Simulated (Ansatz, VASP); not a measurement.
# SnW: VASP beside Ansatz

```xyz
4
Lattice="0.0000 3.3800 3.3800 3.3800 0.0000 3.3800 3.3800 3.3800 0.0000" Properties=species:S:1:pos:R:3 pbc="T T T"
Sn    0.0000    0.0000    0.0000
Sn    1.6900    1.6900    1.6900
W     3.3800    3.3800    3.3800
W     5.0701    5.0701    5.0701
```

Alike in both runs: task relaxation of cell and atoms; functional PBE; k mesh 10 × 10 × 10; occupations gaussian, width 0.02 eV; no spin polarisation.

```csv
,VASP,Ansatz
version,VASP 6.6.1,Ansatz 0.2.0
potentials or method,"VASP PAW PBE potentials, release 64 (Sn_d, W_sv)","scalar-relativistic, plane waves, PAW"
plane-wave cutoff (eV),600,420
valence electrons in the cell,56,56
```

|  | VASP | Ansatz | Ansatz less VASP |
| --- | --- | --- | --- |
| gap on the k mesh at the Fermi level, each at its own relaxed structure (eV) | none | none | - |
| relaxed volume (Å³/atom) | 19.25 | 19.24 | -0.010 |
| relaxed cell length with the largest relative difference (Å) | 4.775 | 4.775 | -0.0008 |

A gap of «none» marks a metal or a gap that the smearing closes.

The runs have no spin-orbit coupling, so splittings on W are missing.
